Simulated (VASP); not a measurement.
```xyz
2
Lattice="0.0000 3.1616 3.1616 3.1616 0.0000 3.1616 3.1616 3.1616 0.0000" Properties=species:S:1:pos:R:3 pbc="T T T"
Na     0.0000     0.0000     0.0000
I      3.1616     3.1616     3.1616
```

The numbers are results of r2SCAN+rVV10, VASP's PBE PAW potentials (set 64) (plane waves; VASP), not measurements. Run with 520 eV cut-off, 7×7×7 Γ-centred mesh, Gaussian smearing of 0.050 eV, potentials Na_pv I.

Unless said otherwise, spin-orbit coupling is left out, though it shifts the bands of the heavy elements here.

### Question
Predict the energy per atom (σ→0), band gap (on the k-mesh) with the smallest direct gap where there is one.

### Answer

| Property | Result |
|---|---|
| band gap (on the k-mesh) | 4.59 eV |
| smallest direct gap (on the k-mesh) | 4.59 eV |
| energy per atom (σ→0) | -15.289 eV/atom |

Only differences to runs with the same potentials and settings are physical.

The compound is NaI in the rock salt structure. This cell is one point of a volume scan, at 0.97 of the reference volume.
